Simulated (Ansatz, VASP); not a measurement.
# Cross-check of Ga2C3N6 between VASP and Ansatz, part 2 of 2

Aim: how closely do two programs agree when they are given the same cell, functional and k mesh? Of the first pair: The structure shown is the start of the Ansatz relaxation below; VASP solves that cell, so the two are compared at the walk's first step.

VASP 6.6.1 and Ansatz 0.2.0.

So far: The starting structure; Ansatz: relaxation, PBEsol with D3(BJ).

## (3) VASP: single point, PBEsol with D3(BJ), start cell, pair 1

Level of this step: PBEsol with D3(BJ); plane waves and PAW (N, C, Ga_d) (VASP).

The same cell, functional, mesh and smearing now go to VASP, with its own data sets.

Lines of VASP's logs that name or quote its potential files are left out, and so is its time.

INCAR reads:

```
SYSTEM = Ga2C3N6
PREC = Accurate
ENCUT = 520
EDIFF = 1E-06
NELM = 120
ISMEAR = -1
SIGMA = 0.05
LREAL = .FALSE.
ALGO = Normal
GGA = PS
IVDW = 12
NBANDS = 45
LORBIT = 11
LWAVE = .FALSE.
LCHARG = .FALSE.
ISIF = 2
LASPH = .TRUE.
GGA_COMPAT = .FALSE.
KPAR = 2
```

POSCAR reads:

```
Ga2C3N6
1.0
    3.0621670000      0.0000000000      0.0000000000
    0.0000000000      5.0395500000      0.0000000000
    0.0000000000      0.0000000000     21.7866790000
N C Ga
6 3 2
Direct
    0.0000000000      0.7077233086      0.6557529489
    0.0000000000      0.2193416079      0.6525743093
    0.4999998367      0.9361825957      0.5456523227
    0.4999998367      0.2179077497      0.4543476773
    0.0000000000      0.9347489359      0.3474256907
    0.0000000000      0.4463670367      0.3442470511
    0.0000000000      0.4632998978      0.6530751199
    0.4999998367      0.0770451727      0.5000000229
    0.0000000000      0.6907906460      0.3469249260
    0.4999998367      0.9583004435      0.6310260045
    0.4999998367      0.1957901003      0.3689740414
```

KPOINTS reads:

```
Automatic mesh
0
Gamma
10 6 1
0 0 0
```

Potentials, in the order of the species: N, C and Ga_d (PBE family, release 64).

Command:

```
$ mpirun -np 2 vasp_std
```

Numbers of over 12 decimals in the logs are rounded to 6 here.

Output:

```text
[banner, memory and clock lines left out]
running    2 mpi-ranks, on    1 nodes
 distrk:  each k-point on    1 cores,    2 groups
 distr:  one band on    1 cores,    1 groups

 POSCAR found type information on POSCAR N C Ga
 POSCAR found :  3 types and      11 ions
|                                                                             |
|               ----> ADVICE to this user running VASP <----                  |
|                                                                             |
|     You enforced a specific xc type in the INCAR file but a different       |
|     [... a line on the potential file left out ...]
|     I HOPE YOU KNOW WHAT YOU ARE DOING!                                     |
|                                                                             |

 LDA part: xc-table for (Slater+PW92), standard interpolation
 POSCAR, INCAR and KPOINTS ok, starting setup
 FFT: planning ... GRIDC
 FFT: planning ... GRID_SOFT
 FFT: planning ... GRID
 WAVECAR not read
 entering main loop
       N       E                     dE             d eps       ncg     rms          rms(c)
DAV:   1     0.706849850461E+03    0.70685E+03   -0.29972E+04  2288   0.151E+03
DAV:   2     0.368024295764E+02   -0.67005E+03   -0.63998E+03  2878   0.398E+02
DAV:   3    -0.878478517983E+02   -0.12465E+03   -0.12274E+03  2577   0.172E+02
DAV:   4    -0.960327886034E+02   -0.81849E+01   -0.81276E+01  3232   0.514E+01
DAV:   5    -0.961737686579E+02   -0.14098E+00   -0.14007E+00  2875   0.621E+00    0.186E+01
DAV:   6    -0.867236705695E+02    0.94501E+01   -0.25162E+01  3419   0.532E+01    0.828E+00
DAV:   7    -0.862756875742E+02    0.44798E+00   -0.35768E+00  2880   0.108E+01    0.507E+00
DAV:   8    -0.861795104358E+02    0.96177E-01   -0.98275E-01  3257   0.818E+00    0.119E+00
DAV:   9    -0.861630089230E+02    0.16502E-01   -0.15236E-01  3454   0.390E+00    0.620E-01
DAV:  10    -0.861607006817E+02    0.23082E-02   -0.33141E-02  3396   0.137E+00    0.248E-01
DAV:  11    -0.861610882004E+02   -0.38752E-03   -0.50622E-03  2755   0.545E-01    0.144E-01
DAV:  12    -0.861611539517E+02   -0.65751E-04   -0.24715E-03  3153   0.275E-01    0.597E-02
DAV:  13    -0.861616661546E+02   -0.51220E-03   -0.81394E-04  2642   0.167E-01    0.375E-02
DAV:  14    -0.861622456830E+02   -0.57953E-03   -0.54713E-04  2995   0.100E-01    0.234E-02
[...]
DAV:  18    -0.861626215818E+02   -0.12422E-03   -0.63323E-06  2255   0.964E-03    0.294E-03
DAV:  19    -0.861627212615E+02   -0.99680E-04   -0.40647E-06  2187   0.818E-03    0.166E-03
DAV:  20    -0.861628004013E+02   -0.79140E-04   -0.33699E-06  2186   0.714E-03    0.123E-03
DAV:  21    -0.861628210383E+02   -0.20637E-04   -0.57846E-07  1979   0.442E-03    0.512E-04
DAV:  22    -0.861628332062E+02   -0.12168E-04   -0.50714E-07  1866   0.220E-03    0.237E-04
DAV:  23    -0.861628345640E+02   -0.13578E-05   -0.66593E-08  1896   0.109E-03    0.104E-04
DAV:  24    -0.861628356230E+02   -0.10591E-05   -0.55777E-08  1723   0.834E-04    0.899E-05
DAV:  25    -0.861628358283E+02   -0.20527E-06   -0.21947E-08  1816   0.626E-04
   1 F= -.86979141E+02 E0= -.86971814E+02  d E =-.146530E-01
```

From OUTCAR (step 3):

```text
ion  position               nearest neighbor table
   1  0.000  0.708  0.656-   7 1.23  10 2.06  10 2.06
   2  0.000  0.219  0.653-   7 1.23  10 2.07  10 2.07
   3  0.500  0.936  0.546-   8 1.22  10 1.86
   4  0.500  0.218  0.454-   8 1.22  11 1.86
   5  0.000  0.935  0.347-   9 1.23  11 2.07  11 2.07
   6  0.000  0.446  0.344-   9 1.23  11 2.06  11 2.06
   7  0.000  0.463  0.653-   2 1.23   1 1.23
   8  0.500  0.077  0.500-   3 1.22   4 1.22
   9  0.000  0.691  0.347-   5 1.23   6 1.23
  10  0.500  0.958  0.631-   3 1.86   1 2.06   1 2.06   2 2.07   2 2.07
  11  0.500  0.196  0.369-   4 1.86   6 2.06   6 2.06   5 2.07   5 2.07

  LATTYP: Found a simple orthorhombic cell.
 ALAT       =     3.0621670000
 B/A-ratio  =     1.6457462967
 C/A-ratio  =     7.1147912573

 Subroutine GETGRP returns: Found  4 space group operations
 (whereof  2 operations were pure point group operations)

The static configuration has the point symmetry C_1h.
 The point group associated with its full space group is C_2h.

 Found     24 irreducible k-points:

   k-points           NKPTS =     24   k-points in BZ     NKDIM =     24   number of bands    NBANDS=     45

   dimension x,y,z NGX =    24 NGY =   40 NGZ =  162
   dimension x,y,z NGXF=    48 NGYF=   80 NGZF=  324

   ENCUT  =  520.0 eV  38.22 Ry    6.18 a.u.   5.69  9.37 40.51*2*pi/ulx,y,z

   NELECT =      68.0000    total number of electrons

 k-points in reciprocal lattice and weights: Automatic mesh
   0.00000000  0.00000000  0.00000000       0.017
   0.10000000  0.00000000  0.00000000       0.033
   0.20000000  0.00000000  0.00000000       0.033
   0.30000000  0.00000000  0.00000000       0.033
   0.40000000  0.00000000  0.00000000       0.033
   0.50000000  0.00000000  0.00000000       0.017
   0.00000000  0.16666667  0.00000000       0.033
   0.10000000  0.16666667  0.00000000       0.067
   0.20000000  0.16666667  0.00000000       0.067
[...]
0.40000000  0.50000000  0.00000000       0.033
   0.50000000  0.50000000  0.00000000       0.017

 average (electrostatic) potential at core
       1 -71.0400       2 -71.0586       3 -70.0680       4 -70.0680       5 -71.0587
       6 -71.0401       7 -58.8486       8 -57.7018       9 -58.8486      10 -72.0748
      11 -72.0749

 E-fermi :  -1.8987

 k-point     1 :       0.0000    0.0000    0.0000
  band No.  band energies     occupation
    ...
     30      -3.7606      2.00000
     31      -3.2109      2.00000
     32      -3.2108      2.00000
     33      -3.1603      2.00000
     34      -1.8540      0.58102
     35       0.8337      0.00000
     36       0.9049      0.00000
     37       1.1593      0.00000
     38       1.6001      0.00000
     39       2.1597      0.00000
    ...

 k-point     2 :       0.1000    0.0000    0.0000
  band No.  band energies     occupation
    ...
     30      -3.7429      2.00000
     31      -3.4840      2.00000
     32      -3.4839      2.00000
     33      -3.1287      2.00000
     34      -2.0752      1.94305
     35       0.5915      0.00000
     36       0.6110      0.00000
     37       1.2473      0.00000
     38       1.6597      0.00000
     39       1.9821      0.00000
    ...

 k-point     3 :       0.2000    0.0000    0.0000
  band No.  band energies     occupation
    ...
     30      -4.2180      2.00000
     31      -3.7890      2.00000
     32      -3.6120      2.00000
     33      -3.0877      2.00000
     34      -2.6101      2.00000
     35      -0.4054      0.00000
     36      -0.4051      0.00000
     37       1.5022      0.00000
     38       1.7839      0.00000
     39       2.4597      0.00000
    ...

 Edisp (eV)   -0.81630

  Total      -3.91337    -3.18397    -2.20109     0.00000     0.22857     0.00000
  in kB     -18.64876   -15.17289   -10.48908     0.00000     1.08923     0.00000
  external pressure =      -14.77 kB  Pullay stress =        0.00 kB

  energy-cutoff  :      520.00
  volume of cell :      336.21
      direct lattice vectors                 reciprocal lattice vectors
     3.062167000  0.000000000  0.000000000     0.326566121  0.000000000  0.000000000
     0.000000000  5.039550000  0.000000000     0.000000000  0.198430415  0.000000000
     0.000000000  0.000000000 21.786679000     0.000000000  0.000000000  0.045899607

 POSITION                                       TOTAL-FORCE (eV/Angst)
 -----------------------------------------------------------------------------------
      0.00000      3.56661     14.28668         0.000000      0.212464     -0.116726
      0.00000      1.10538     14.21743         0.000000     -0.161394     -0.089044
      1.53108      4.71794     11.88795         0.000000      0.112222      0.143584
      1.53108      1.09816      9.89873         0.000000     -0.112222     -0.143584
      0.00000      4.71071      7.56925         0.000000      0.161394      0.089044
      0.00000      2.24949      7.50000         0.000000     -0.212464      0.116726
      0.00000      2.33482     14.22834         0.000000     -0.048710     -0.004672
      1.53108      0.38827     10.89334         0.000000     -0.000000      0.000000
      0.00000      3.48127      7.55834         0.000000      0.048710      0.004672
      1.53108      4.82940     13.74796         0.000000     -0.007078     -0.165409
      1.53108      0.98669      8.03872         0.000000      0.007078      0.165409
 -----------------------------------------------------------------------------------
    total drift:                                0.001351      0.001717      0.003361

  FREE ENERGIE OF THE ION-ELECTRON SYSTEM (eV)
  ---------------------------------------------------
  free  energy   TOTEN  =       -86.9791405677 eV

  energy  without entropy=      -86.9644875469  energy(sigma->0) =      -86.97181406

 total charge
# of ion       s       p       d       tot
------------------------------------------
    1        1.241   2.643   0.000   3.884
    2        1.243   2.640   0.000   3.882
    3        1.245   2.631   0.000   3.876
    4        1.245   2.631   0.000   3.876
    5        1.243   2.640   0.000   3.882
    6        1.241   2.643   0.000   3.884
    7        0.925   1.761   0.000   2.686
    8        0.922   1.786   0.000   2.708
    9        0.925   1.761   0.000   2.686
   10        0.719   0.745  10.176  11.640
   11        0.719   0.745  10.176  11.640
--------------------------------------------------
tot         11.668  22.625  20.353  54.646

[... 3 further parts left out ...]
```

## (4) Comparison

Known differences besides the potentials themselves: the cutoff is 420 eV in Ansatz and 520 eV in VASP; Ansatz makes its cores anew for this functional, VASP keeps those of its PBE data sets. Total energies have different zeros and are not compared.

Forces on 7 of the 11 atoms, those with the largest forces and the largest differences (eV/Å; atoms numbered as in POSCAR):

```csv
atom,"Ansatz x, y, z","VASP x, y, z"
N1,"0.000, 0.097, -0.117","0.000, 0.212, -0.117"
N2,"0.000, -0.034, -0.081","0.000, -0.161, -0.089"
N3,"0.000, 0.170, -0.014","0.000, 0.112, 0.144"
N4,"0.000, -0.170, 0.014","0.000, -0.112, -0.144"
N5,"0.000, 0.034, 0.081","0.000, 0.161, 0.089"
N6,"0.000, -0.097, 0.117","0.000, -0.212, 0.117"
Ga11,"0.000, -0.005, 0.129","0.000, 0.007, 0.165"
```

The forces differ by 60 meV/Å r.m.s., which is 61.7 % of the r.m.s. force of 0.097 eV/Å (both taken over all components). With vacuum in the cell, a pressure given here is an average over mostly empty space and none of the material.

## (5) Ansatz: relaxation, PBEsol with D3(BJ)

This run makes the geometry at which the two programs are then compared.

The structure compared here is the end of the Ansatz relaxation.

input.yaml reads:

```yaml
crystal:
  lattice:
    - [3.062166893, 0.0, 0.0]
    - [0.0, 5.039550478, 0.0]
    - [0.0, 0.0, 21.7866793847]
  atoms:
    - { symbol: "N", position: [0.0, 0.707723337, 0.655752955] }
    - { symbol: C, position: [0.0, 0.463299796, 0.653075094] }
    - { symbol: "N", position: [0.0, 0.219341555, 0.652574302] }
    - { symbol: Ga, position: [0.5, 0.958300341, 0.63102598] }
    - { symbol: "N", position: [0.5, 0.936182576, 0.545652329] }
    - { symbol: C, position: [0.5, 0.07704518, 0.5] }
    - { symbol: "N", position: [0.5, 0.217907785, 0.454347671] }
    - { symbol: Ga, position: [0.5, 0.195790019, 0.36897402] }
    - { symbol: "N", position: [0.0, 0.934748806, 0.347425698] }
    - { symbol: C, position: [0.0, 0.690790565, 0.346924906] }
    - { symbol: "N", position: [0.0, 0.446367024, 0.344247045] }
kpoints:
  mp_grid: { grid: [10, 6, 1] }
scf:
  occupations: { method: fermi_dirac, width: 0.05 }
  n_extra_bands: 10
hamiltonian:
  xc: pbesol
  pseudopotentials: { kind: paw }
  dispersion: d3bj
output:
  forces: true
  write_potential: true
  volumetric_format: []
relax:
  f_tol: 0.03
  max_steps: 45
  cell: { fix: [c, alpha, beta] }
```

Command:

```
$ ansatz run input.yaml --threads 2 --pin off --max-ram 6144MiB --backend cpu --events-out ev --progress --plain --runs-dir out
```

Output:

```text
[...]
Crystal: 11 atoms, lattice volume = 336.211 Å³
Basis set: ecut = 420 eV, 6559 PW (Γ), exchange–correlation on 48×72×300 points (8 copies of the dense FFT grid, shifted against one another)
Bands: 44, of which v1, the nominal top of the filled ones, is band 34 counted from 1 (33 counted from 0)
Symmetry: 4 space group operations
[...]
k-points: 24 of 60
[...]
- { symbol: Ga, position: [0.500000, 0.933342, 0.627492] }
    - { symbol: N, position: [0.500000, 0.918875, 0.542543] }
    - { symbol: C, position: [0.500000, 0.077045, 0.500000] }
    - { symbol: N, position: [0.500000, 0.235215, 0.457457] }
    - { symbol: Ga, position: [0.500000, 0.220749, 0.372508] }
    - { symbol: N, position: [0, 0.961250, 0.350462] }
    - { symbol: C, position: [0, 0.716348, 0.350486] }
    - { symbol: N, position: [0, 0.470691, 0.348371] }
[key lines of the parts left out:]
SCF converged after 5 iterations
Free energy (F): -10497.160130 eV
Fermi energy:    -0.665043 eV
P = ⅓ Tr σ = 0.0076 GPa (0.076 kbar)
```

## (6) VASP: single point, PBEsol with D3(BJ), relaxed cell, pair 2

The same cell, functional, mesh and smearing now go to VASP, with its own data sets.

INCAR, as its differences from that of step 3:

```diff
@@ -2,3 +2,3 @@
 PREC = Accurate
-ENCUT = 520
+ENCUT = 600
 EDIFF = 1E-06
```

POSCAR reads:

```
Ga2C3N6
1.0
    3.0008442666      0.0000000000      0.0000000000
    0.0000000000      5.0029405984      0.0000000000
    0.0000000000      0.0000000000     21.7866793847
N C Ga
6 3 2
Direct
    0.0000000000      0.6833994950      0.6516288106
    0.0000000000      0.1928402179      0.6495375467
    0.5000000000      0.9188754747      0.5425433309
    0.5000000000      0.2352148860      0.4574566691
    0.0000000000      0.9612501428      0.3504624533
    0.0000000000      0.4706908658      0.3483711894
    0.0000000000      0.4377427452      0.6495137494
    0.5000000000      0.0770451804      0.5000000000
    0.0000000000      0.7163476155      0.3504862506
    0.5000000000      0.9333416405      0.6274919367
    0.5000000000      0.2207487202      0.3725080633
```

KPOINTS is that of step 3.

Command:

```
$ mpirun -np 2 vasp_std
```

Output:

```text
[banner, memory and clock lines left out]
running    2 mpi-ranks, on    1 nodes
[...]
[... a notice as in an earlier step ...]

 LDA part: xc-table for (Slater+PW92), standard interpolation
 POSCAR, INCAR and KPOINTS ok, starting setup
[...]
entering main loop
       N       E                     dE             d eps       ncg     rms          rms(c)
DAV:   1     0.761385851134E+03    0.76139E+03   -0.32113E+04  2286   0.167E+03
DAV:   2     0.484657361756E+02   -0.71292E+03   -0.67825E+03  2817   0.454E+02
DAV:   3    -0.867415640387E+02   -0.13521E+03   -0.13269E+03  2553   0.182E+02
DAV:   4    -0.961392531249E+02   -0.93977E+01   -0.93291E+01  3208   0.556E+01
[...]
DAV:  22    -0.861994431799E+02   -0.11004E-04   -0.42907E-07  1811   0.208E-03    0.156E-04
DAV:  23    -0.861994448896E+02   -0.17097E-05   -0.76806E-08  1883   0.134E-03    0.884E-05
DAV:  24    -0.861994457070E+02   -0.81736E-06   -0.46482E-08  1725   0.104E-03
   1 F= -.87053823E+02 E0= -.87046956E+02  d E =-.137344E-01
```

From OUTCAR (step 6):

```text
 Edisp (eV)   -0.85438

  Total      -0.27021     0.61008    -0.15489     0.00000    -0.18275     0.00000
  in kB      -1.32358     2.98839    -0.75869     0.00000    -0.89515     0.00000
  external pressure =        0.30 kB  Pullay stress =        0.00 kB

 POSITION                                       TOTAL-FORCE (eV/Angst)
 -----------------------------------------------------------------------------------
      0.00000      3.41901     14.19683         0.000000      0.120322      0.000696
      0.00000      0.96477     14.15127         0.000000     -0.133654     -0.006029
      1.50042      4.59708     11.82022         0.000000     -0.067932      0.154719
      1.50042      1.17677      9.96646         0.000000      0.067932     -0.154719
      0.00000      4.80908      7.63541         0.000000      0.133654      0.006029
      0.00000      2.35484      7.58985         0.000000     -0.120322     -0.000696
      0.00000      2.19000     14.15075         0.000000      0.014037      0.009719
      1.50042      0.38545     10.89334         0.000000     -0.000000      0.000000
      0.00000      3.58384      7.63593         0.000000     -0.014037     -0.009719
      1.50042      4.66945     13.67097         0.000000     -0.014042     -0.041213
      1.50042      1.10439      8.11571         0.000000      0.014042      0.041213
 -----------------------------------------------------------------------------------
    total drift:                                0.000000      0.000303     -0.000031

  FREE ENERGIE OF THE ION-ELECTRON SYSTEM (eV)
  ---------------------------------------------------
  free  energy   TOTEN  =       -87.0538229495 eV

  energy  without entropy=      -87.0400885286  energy(sigma->0) =      -87.04695574

[... 1 part as in an earlier step ...]

[... 2 further parts left out ...]
[key lines of the parts left out:]
E-fermi :  -1.7309
```

## (7) Side by side

What differs besides the data sets and the points named for the pairs above, as far as they apply: the cutoff is 420 eV in Ansatz and 600 eV in VASP; Ansatz's pressure holds a Pulay correction, VASP's none. Total energies have different zeros and are not compared.

The two programs side by side:

```csv
quantity,Ansatz,VASP,difference
pressure (GPa),0.01,0.03,-0.02
```

Forces on 7 of the 11 atoms, those with the largest forces and the largest differences (eV/Å; atoms numbered as in POSCAR):

```csv
atom,"Ansatz x, y, z","VASP x, y, z"
N1,"0.000, 0.003, 0.003","0.000, 0.120, 0.001"
N2,"0.000, -0.003, 0.002","0.000, -0.134, -0.006"
N3,"0.000, 0.000, -0.001","0.000, -0.068, 0.155"
N4,"0.000, 0.000, 0.001","0.000, 0.068, -0.155"
N5,"0.000, 0.003, -0.002","0.000, 0.134, 0.006"
N6,"0.000, -0.003, -0.003","0.000, -0.120, -0.001"
Ga11,"0.000, 0.000, 0.005","0.000, 0.014, 0.041"
```

The forces differ by 61 meV/Å r.m.s., where the r.m.s. force is 0.002 eV/Å in Ansatz and 0.062 eV/Å in VASP: the atoms lie near their places of rest in Ansatz, so a percentage would say little (all taken over all components). With vacuum in the cell, a pressure given here is an average over mostly empty space and none of the material.

## (8) Outcome

| Item | Value |
| --- | --- |
| r.m.s. force difference (single point, PBEsol with D3(BJ), start cell, pair 1) | 60 meV/Å |
| r.m.s. force difference (single point, PBEsol with D3(BJ), relaxed cell, pair 2) | 61 meV/Å |

The r.m.s. force difference is 61 meV/Å (single point, PBEsol with D3(BJ), relaxed cell, pair 2), beyond the 12 meV/Å picked in this series as the mark of a large difference. What causes the difference of the single point, PBEsol with D3(BJ), start cell, pair 1 pair stays open here. What causes the difference of the single point, PBEsol with D3(BJ), relaxed cell, pair 2 pair stays open here. How closely two codes agree says nothing of how well the functional describes the real material.

[Lines on the potential files, build, host, timing and source positions are cut from VASP's logs without a mark.]

[Logs are printed without paths, hosts, clocks, repeated set-up lines and the standing remarks that a program may print on its own settings, such as how far it seeks lower states.]

[Hosts, paths, dates, database ids (printed as entryN), source tags and the programs' standing remarks are cut or masked in the printed files.]
